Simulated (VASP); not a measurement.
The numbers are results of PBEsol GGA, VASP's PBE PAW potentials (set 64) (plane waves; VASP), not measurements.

VASP input:

**INCAR**
```
ALGO  =  Normal   ! blocked Davidson
ISMEAR  =  1   ! Methfessel-Paxton
IBRION  =  2   ! conjugate gradients
LREAL  =  .FALSE.
NSW  =  40   ! most ionic steps
PREC  =  Accurate
LCHARG  =  .FALSE.
LWAVE  =  .FALSE.
NELM  =  100
ISIF  =  3   ! ions, shape and volume
PSTRESS  =  300   ! kbar
SYSTEM  =  Pt
LASPH  =  .TRUE.   ! aspherical one-centre terms
EDIFFG  =  -0.02
EDIFF  =  1E-6   ! SCF stop (eV)
GGA  =  PS   ! PBEsol
ENCUT  =  500
LMAXMIX  =  6   ! l cut-off of mixed one-centre charges
SIGMA  =  0.1   ! width (eV)
```

**POSCAR**
```
Pt
1
    0.0000000000     1.9046519705     1.9046519705
    1.9046519705     0.0000000000     1.9046519705
    1.9046519705     1.9046519705     0.0000000000
Pt
1
Direct
  1.0000000000   1.0000000000   1.0000000000
```

KPOINTS:
```
Regular mesh
0
Gamma
 16 16 16
0 0 0
```

POTCAR, in this order: Pt (PBE.64 set). Program: vasp_std.

The run wrote:

### OSZICAR
```
       N       E                     dE             d eps       ncg     rms          rms(c)
DAV:   1     0.342037562825E+02    0.34204E+02   -0.53959E+03  2738   0.100E+03
DAV:   2    -0.693474563419E+01   -0.41139E+02   -0.39508E+02  2808   0.185E+02
DAV:   3    -0.729192685860E+01   -0.35718E+00   -0.35498E+00  3127   0.181E+01
DAV:   4    -0.729289445811E+01   -0.96760E-03   -0.96754E-03  2976   0.973E-01
DAV:   5    -0.729290068858E+01   -0.62305E-05   -0.62298E-05  3028   0.708E-02    0.172E+01
DAV:   6    -0.692334147772E+01    0.36956E+00   -0.81412E-01  2671   0.847E+00    0.896E+00
DAV:   7    -0.686428897834E+01    0.59052E-01   -0.21503E-01  2761   0.419E+00    0.261E+00
DAV:   8    -0.685933901037E+01    0.49500E-02   -0.95144E-03  2792   0.104E+00    0.577E-01
DAV:   9    -0.685915596153E+01    0.18305E-03   -0.12827E-04  2774   0.127E-01    0.221E-02
DAV:  10    -0.685916077765E+01   -0.48161E-05   -0.27752E-06  3091   0.125E-02    0.226E-03
DAV:  11    -0.685916095500E+01   -0.17735E-06   -0.63715E-08  1464   0.275E-03
   1 F= -.42716181E+01 E0= -.42714619E+01  d E =-.427162E+01
```

File OUTCAR:
```
------------------------ aborting loop because EDIFF is reached ----------------------------------------
  FORCE on cell =-STRESS in cart. coord.  units (eV):
  Direction    XX          YY          ZZ          XY          YZ          ZX
  --------------------------------------------------------------------------------------
  Total        2.5813837      2.5813837      2.5813837      0.0000000      0.0000000     -0.0000000
  in kB      299.2859004    299.2859004    299.2859004      0.0000000      0.0000000     -0.0000000
  external PRESSURE =      -0.7140996 kB  Pullay stress =     300.0000000 kB
  volume of cell :       13.82
      direct lattice vectors                 reciprocal lattice vectors
     0.000000000  1.904651971  1.904651971    -0.262515151  0.262515151  0.262515151
     1.904651971  0.000000000  1.904651971     0.262515151 -0.262515151  0.262515151
     1.904651971  1.904651971  0.000000000     0.262515151  0.262515151 -0.262515151
 POSITION                                       TOTAL-FORCE (eV/Angst)
 -----------------------------------------------------------------------------------
      0.00000      0.00000      0.00000         0.000000      0.000000      0.000000
 -----------------------------------------------------------------------------------
    total drift:                               -0.000000     -0.000000     -0.000000
  FREE ENERGIE OF THE ION-ELECTRON SYSTEM (eV)
  ---------------------------------------------------
  free  energy   TOTEN  =        -6.8591609550 eV

  energy  without entropy=       -6.8586924667  energy(sigma->0) =       -6.85900479
  enthalpy is  TOTEN    =        -4.2716180540 eV   P V=        2.5875429010

 reached required accuracy - stopping structural energy minimisation
```
(Selected blocks of OUTCAR.)

The compound is Pt in the fcc structure. It was relaxed first under an external pressure of 30 GPa.
